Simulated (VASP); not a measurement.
# CsLiCr2Te2S3 (Pm) in VASP: settings compared, part 2 of 2

VASP 6.6.1. Earlier steps stand in the parts before.

## Step 3: Band structure, LDA, collinear spin, ferromagnetic start

This run uses another cell than the first one, of 24.08 Å³/atom, 0.889 times its volume.

POSCAR reads:

```
CsLiCr2Te2S3                            
1.0
    6.8656960054      0.0000000000     -0.0221924588
    0.0000000000      3.8353688980      0.0000000000
   -2.6467234218      0.0000000000      8.2380724753
  Cs              Li              Cr              Te              S             
     1     1     2     2     3
Direct
     0.0801650338220201    0.0000000000000000    0.3817795824277247
     0.8505683733065891    0.5000000000000000    0.7850305331793939
     0.1262083357289191    0.0000000000000000    0.9435734733035773
     0.5983180471514878    0.5000000000000000    0.9765489142347010
     0.5113693142309588    0.0000000000000000    0.1618102522258448
     0.5517084915758406    0.0000000000000000    0.7459287215517418
     0.8749896225697669    0.0000000000000000    0.6776762449679764
     0.2523614647860705    0.5000000000000000    0.8393528966532738
     0.9687613168283551    0.5000000000000000    0.0562393814557664
```

INCAR.step1 reads:

```
SYSTEM = CsLiCr2Te2S3
  PREC = Accurate
  ENCUT = 520
  EDIFF = 1E-6
  ISMEAR = -1
  SIGMA = 0.05
  LREAL = .False.
  LASPH = .True.
  NELM = 120
  ALGO = Normal
  ISIF = 2
  LWAVE = .False.
  LCHARG = .True.
  ISPIN = 2
  MAGMOM = 0 0 3 3 0 0 0 0 0
  LORBIT = 11
  LMAXMIX = 4
  NBANDS = 47
  KPAR = 4
```

KPOINTS.step1 reads:

```
regular mesh
0
Gamma
  4 7 3
  0 0 0
```

INCAR.step2 reads:

```
SYSTEM = CsLiCr2Te2S3
  PREC = Accurate
  ENCUT = 520
  EDIFF = 1E-6
  ISMEAR = 0
  SIGMA = 0.05
  LREAL = .False.
  LASPH = .True.
  NELM = 120
  ALGO = Normal
  ISIF = 2
  LWAVE = .False.
  LCHARG = .False.
  ISPIN = 2
  MAGMOM = 0 0 3 3 0 0 0 0 0
  LORBIT = 11
  LMAXMIX = 4
  NBANDS = 47
  KPAR = 4
  ICHARG = 11
```

KPOINTS.step2 reads:

```
path GYHCEM1AXH1,MDZ,YD
15
line-mode
reciprocal
 0.0000000000  0.0000000000  0.0000000000  G
 0.0000000000  0.0000000000  0.5000000000  Y

 0.0000000000  0.0000000000  0.5000000000  Y
-0.4222613065  0.0000000000  0.6599642297  H

-0.4222613065  0.0000000000  0.6599642297  H
-0.5000000000  0.0000000000  0.5000000000  C

-0.5000000000  0.0000000000  0.5000000000  C
-0.5000000000  0.5000000000  0.5000000000  E

-0.5000000000  0.5000000000  0.5000000000  E
-0.5777386935  0.5000000000  0.3400357703  M1

-0.5777386935  0.5000000000  0.3400357703  M1
-0.5000000000  0.5000000000  0.0000000000  A

-0.5000000000  0.5000000000  0.0000000000  A
-0.5000000000  0.0000000000  0.0000000000  X

-0.5000000000  0.0000000000  0.0000000000  X
-0.5777386935  0.0000000000  0.3400357703  H1

-0.4222613065  0.5000000000  0.6599642297  M
 0.0000000000  0.5000000000  0.5000000000  D

 0.0000000000  0.5000000000  0.5000000000  D
 0.0000000000  0.5000000000  0.0000000000  Z

 0.0000000000  0.0000000000  0.5000000000  Y
 0.0000000000  0.5000000000  0.5000000000  D
```

Potentials or basis: VASP PAW LDA potentials, release 64 (Cs_sv, Li_sv, Cr_pv, Te, S).

The run is started by

```console
cat potpaw_LDA.64/Cs_sv/POTCAR potpaw_LDA.64/Li_sv/POTCAR potpaw_LDA.64/Cr_pv/POTCAR potpaw_LDA.64/Te/POTCAR potpaw_LDA.64/S/POTCAR > POTCAR
cp INCAR.step1 INCAR
cp KPOINTS.step1 KPOINTS
mpirun -np 4 vasp_std > vasp.out
cp INCAR.step2 INCAR
cp KPOINTS.step2 KPOINTS
mpirun -np 4 vasp_std > vasp.out
```

Run time: 5.9 min. Hardware: 4 MPI ranks of Intel Xeon 6975P-C (Granite Rapids), shared host; peak memory 2.1 GiB.

The run converged. Its results:

```yaml
Band_gap_on_the_k_mesh: 0.18 eV, indirect (least direct gap 0.25 eV)
Band_gap_along_the_path: 0.18 eV, indirect (least direct gap 0.25 eV)
Net_moment: 5.98 μB per cell
```

Levels at the corners of the path, in eV from the valence-band top:
Spin up:
```
point  band 33  band 34  band 35  band 36  band 37  band 38  band 39  band 40
    Γ    -1.14    -0.81    -0.26     0.00     0.67     1.42     1.53     1.92
    Y    -1.14    -0.88    -0.37    -0.01     1.01     1.44     1.57     1.89
    Y    -1.14    -0.88    -0.37    -0.01     1.01     1.44     1.57     1.89
    H    -0.79    -0.76    -0.38    -0.36     0.62     1.38     1.57     1.60
    H    -0.79    -0.76    -0.38    -0.36     0.62     1.38     1.57     1.60
    C    -0.78    -0.71    -0.41    -0.40     0.60     1.34     1.49     1.60
    C    -0.78    -0.71    -0.41    -0.40     0.60     1.34     1.49     1.60
    E    -1.16    -0.99    -0.91    -0.82     0.72     0.82     1.23     1.42
    E    -1.16    -0.99    -0.91    -0.82     0.72     0.82     1.23     1.42
   M1    -1.16    -0.99    -0.99    -0.82     0.65     0.85     1.32     1.42
   M1    -1.16    -0.99    -0.99    -0.82     0.65     0.85     1.32     1.42
    A    -1.16    -1.01    -1.00    -0.90     0.55     0.86     1.37     1.56
    A    -1.16    -1.01    -1.00    -0.90     0.55     0.86     1.37     1.56
    X    -0.76    -0.71    -0.42    -0.35     0.71     1.22     1.59     1.59
    X    -0.76    -0.71    -0.42    -0.35     0.71     1.22     1.59     1.59
   H1    -0.79    -0.76    -0.38    -0.36     0.62     1.38     1.57     1.60
    M    -1.16    -0.99    -0.99    -0.82     0.65     0.85     1.32     1.42
    D    -1.15    -0.99    -0.74    -0.50     0.91     0.95     1.19     1.48
    D    -1.15    -0.99    -0.74    -0.50     0.91     0.95     1.19     1.48
    Z    -1.14    -0.99    -0.71    -0.57     0.82     0.89     1.02     1.59
    Y    -1.14    -0.88    -0.37    -0.01     1.01     1.44     1.57     1.89
    D    -1.15    -0.99    -0.74    -0.50     0.91     0.95     1.19     1.48
```
Spin down:
```
point  band 28  band 29  band 30  band 31  band 32  band 33
    Γ    -1.53    -1.27    -0.58     0.25     0.58     1.08
    Y    -1.50    -1.37    -0.56     0.25     0.57     1.08
    Y    -1.50    -1.37    -0.56     0.25     0.57     1.08
    H    -1.57    -1.34    -0.21     0.22     0.73     1.01
    H    -1.57    -1.34    -0.21     0.22     0.73     1.01
    C    -1.60    -1.32    -0.19     0.24     0.76     1.01
    C    -1.60    -1.32    -0.19     0.24     0.76     1.01
    E    -1.97    -1.64    -1.54     0.45     0.72     0.90
    E    -1.97    -1.64    -1.54     0.45     0.72     0.90
   M1    -1.98    -1.70    -1.57     0.41     0.75     0.84
   M1    -1.98    -1.70    -1.57     0.41     0.75     0.84
    A    -1.98    -1.73    -1.58     0.43     0.69     0.82
    A    -1.98    -1.73    -1.58     0.43     0.69     0.82
    X    -1.57    -1.32    -0.19     0.18     0.71     1.00
    X    -1.57    -1.32    -0.19     0.18     0.71     1.00
   H1    -1.57    -1.34    -0.21     0.22     0.73     1.01
    M    -1.98    -1.70    -1.57     0.41     0.75     0.84
    D    -1.97    -1.58    -1.57     0.66     0.68     0.98
    D    -1.97    -1.58    -1.57     0.66     0.68     0.98
    Z    -2.09    -1.63    -1.50     0.64     0.67     1.05
    Y    -1.50    -1.37    -0.56     0.25     0.57     1.08
    D    -1.97    -1.58    -1.57     0.66     0.68     0.98
```

Caveat: the cutoff is under 1.25 times the usual one of these potentials, so pressure, stress and relaxed cells hold a basis-set (Pulay) error; the log is that of the step along the path at fixed density, whose energy, stress, charges and moments have no meaning; spin-orbit coupling is left out, which moves the levels of the heavy elements; only a ferromagnetic start was run, and an antiferromagnetic order may lie lower in energy.

## Step 4: Band structure, PBEsol, collinear spin, ferromagnetic start

This run uses another cell than the first one, of 25.39 Å³/atom, 0.937 times its volume.

POSCAR reads:

```
CsLiCr2Te2S3                            
1.0
    6.9307167744      0.0000000000     -0.0050342339
    0.0000000000      3.9067125993      0.0000000000
   -2.6506172815      0.0000000000      8.4413057479
  Cs              Li              Cr              Te              S             
     1     1     2     2     3
Direct
     0.0786447586526920    0.0000000000000000    0.3784392338204377
     0.8562075857746373    0.5000000000000000    0.7870594632996840
     0.1260973242018842    0.0000000000000000    0.9447591847981870
     0.5961288426871477    0.5000000000000000    0.9745758971492368
     0.5094959608455284    0.0000000000000000    0.1572899880608475
     0.5536604338324698    0.0000000000000000    0.7479785061789672
     0.8751040384202755    0.0000000000000000    0.6806724260870322
     0.2521457419620753    0.5000000000000000    0.8412318481464059
     0.9669653136232982    0.5000000000000000    0.0559334524592013
```

INCAR.step1: that of step 3 with these lines changed.

```diff
@@ -17,2 +17,3 @@
   LMAXMIX = 4
+  GGA = PS
   NBANDS = 47
```

KPOINTS.step1 is that of step 3.

INCAR.step2: that of step 3 with these lines changed.

```diff
@@ -17,2 +17,3 @@
   LMAXMIX = 4
+  GGA = PS
   NBANDS = 47
```

KPOINTS.step2 is that of step 3.

Potentials or basis: VASP PAW PBE potentials, release 64 (Cs_sv, Li_sv, Cr_pv, Te, S).

The run is started by

```console
cat potpaw_PBE.64/Cs_sv/POTCAR potpaw_PBE.64/Li_sv/POTCAR potpaw_PBE.64/Cr_pv/POTCAR potpaw_PBE.64/Te/POTCAR potpaw_PBE.64/S/POTCAR > POTCAR
cp INCAR.step1 INCAR
cp KPOINTS.step1 KPOINTS
mpirun -np 4 vasp_std > vasp.out
cp INCAR.step2 INCAR
cp KPOINTS.step2 KPOINTS
mpirun -np 4 vasp_std > vasp.out
```

Run time: 7.5 min. Hardware: 4 MPI ranks of Intel Xeon 6975P-C (Granite Rapids), shared host; peak memory 2.3 GiB.

It converged, with:

- Band gap on the k mesh: 0.44 eV, indirect (least direct gap 0.60 eV)
- Band gap along the path: 0.41 eV, indirect (least direct gap 0.60 eV)
- Net moment: 6.00 μB per cell

Levels at the corners of the path, in eV from the valence-band top:
Spin up:
```
point  band 32  band 33  band 34  band 35  band 36  band 37  band 38  band 39  band 40  band 41
    Γ    -1.22    -1.13    -0.78    -0.32     0.00     0.73     1.49     1.52     1.89     2.07
    Y    -1.22    -1.11    -0.86    -0.42    -0.01     1.01     1.51     1.55     1.87     2.16
    Y    -1.22    -1.11    -0.86    -0.42    -0.01     1.01     1.51     1.55     1.87     2.16
    H    -1.04    -0.80    -0.79    -0.42    -0.33     0.64     1.40     1.59     1.62     1.85
    H    -1.04    -0.80    -0.79    -0.42    -0.33     0.64     1.40     1.59     1.62     1.85
    C    -0.97    -0.80    -0.75    -0.45    -0.36     0.63     1.39     1.53     1.59     1.84
    C    -0.97    -0.80    -0.75    -0.45    -0.36     0.63     1.39     1.53     1.59     1.84
    E    -1.28    -1.21    -1.08    -0.91    -0.87     0.73     0.86     1.26     1.45     2.12
    E    -1.28    -1.21    -1.08    -0.91    -0.87     0.73     0.86     1.26     1.45     2.12
   M1    -1.27    -1.21    -1.08    -0.98    -0.87     0.68     0.89     1.33     1.45     2.18
   M1    -1.27    -1.21    -1.08    -0.98    -0.87     0.68     0.89     1.33     1.45     2.18
    A    -1.30    -1.22    -1.08    -1.01    -0.94     0.60     0.91     1.41     1.52     2.27
    A    -1.30    -1.22    -1.08    -1.01    -0.94     0.60     0.91     1.41     1.52     2.27
    X    -1.00    -0.76    -0.75    -0.39    -0.38     0.72     1.27     1.58     1.66     1.88
    X    -1.00    -0.76    -0.75    -0.39    -0.38     0.72     1.27     1.58     1.66     1.88
   H1    -1.04    -0.80    -0.79    -0.42    -0.33     0.64     1.40     1.59     1.62     1.85
    M    -1.27    -1.21    -1.08    -0.98    -0.87     0.68     0.89     1.33     1.45     2.18
    D    -1.19    -1.18    -1.09    -0.76    -0.60     0.91     0.97     1.26     1.53     1.83
    D    -1.19    -1.18    -1.09    -0.76    -0.60     0.91     0.97     1.26     1.53     1.83
    Z    -1.18    -1.16    -1.09    -0.73    -0.65     0.86     0.88     1.14     1.58     1.93
    Y    -1.22    -1.11    -0.86    -0.42    -0.01     1.01     1.51     1.55     1.87     2.16
    D    -1.19    -1.18    -1.09    -0.76    -0.60     0.91     0.97     1.26     1.53     1.83
```
Spin down:
```tsv
point	band 28	band 29	band 30	band 31	band 32	band 33
Γ	-1.35	-1.16	-0.49	0.61	0.99	1.44
Y	-1.35	-1.23	-0.48	0.60	0.99	1.43
Y	-1.35	-1.23	-0.48	0.60	0.99	1.43
H	-1.41	-1.20	-0.18	0.52	1.16	1.40
H	-1.41	-1.20	-0.18	0.52	1.16	1.40
C	-1.44	-1.19	-0.17	0.54	1.18	1.39
C	-1.44	-1.19	-0.17	0.54	1.18	1.39
E	-1.82	-1.50	-1.40	0.76	1.13	1.32
E	-1.82	-1.50	-1.40	0.76	1.13	1.32
M1	-1.84	-1.55	-1.42	0.73	1.15	1.25
M1	-1.84	-1.55	-1.42	0.73	1.15	1.25
A	-1.84	-1.55	-1.43	0.73	1.10	1.23
A	-1.84	-1.55	-1.43	0.73	1.10	1.23
X	-1.43	-1.19	-0.17	0.49	1.13	1.39
X	-1.43	-1.19	-0.17	0.49	1.13	1.39
H1	-1.41	-1.20	-0.18	0.52	1.16	1.40
M	-1.84	-1.55	-1.42	0.73	1.15	1.25
D	-1.83	-1.41	-1.38	0.95	1.11	1.41
D	-1.83	-1.41	-1.38	0.95	1.11	1.41
Z	-1.92	-1.43	-1.36	0.95	1.11	1.47
Y	-1.35	-1.23	-0.48	0.60	0.99	1.43
D	-1.83	-1.41	-1.38	0.95	1.11	1.41
```

Caveat: the cutoff is under 1.25 times the usual one of these potentials, so pressure, stress and relaxed cells hold a basis-set (Pulay) error; the log is that of the step along the path at fixed density, whose energy, stress, charges and moments have no meaning; the PAW data sets were made with another functional, which shifts forces and pressure a little; spin-orbit coupling is left out, which moves the levels of the heavy elements; only a ferromagnetic start was run, and an antiferromagnetic order may lie lower in energy.

## Step 5: The runs side by side

| level | potentials or basis | cell | gap on the mesh (eV) | moment (μB) |
| --- | --- | --- | --- | --- |
| PBE | VASP PAW PBE potentials, release 64 (Cs_sv, Li_sv, Cr_pv, Te, S) | Pm, 27.1 Å³/atom | 0.46 | 6.00 |
| LDA | VASP PAW LDA potentials, release 64 (Cs_sv, Li_sv, Cr_pv, Te, S) | Pm, 24.08 Å³/atom | 0.18 | 5.98 |
| PBEsol | VASP PAW PBE potentials, release 64 (Cs_sv, Li_sv, Cr_pv, Te, S) | Pm, 25.39 Å³/atom | 0.44 | 6.00 |

Alike in all rows: task band structure; spin collinear, ferromagnetic start; k mesh 4 × 7 × 3; cutoff (eV) 520; smearing fermi-dirac 0.05 eV.

Caveats: the cutoff is under 1.25 times the usual one of these potentials, so pressure, stress and relaxed cells hold a basis-set (Pulay) error; spin-orbit coupling is left out, which moves the levels of the heavy elements; only a ferromagnetic start was run, and an antiferromagnetic order may lie lower in energy; the PAW data sets were made with another functional, which shifts forces and pressure a little (some runs).

Total energies depend on the potentials used, so only differences within one code and one set of settings carry meaning.
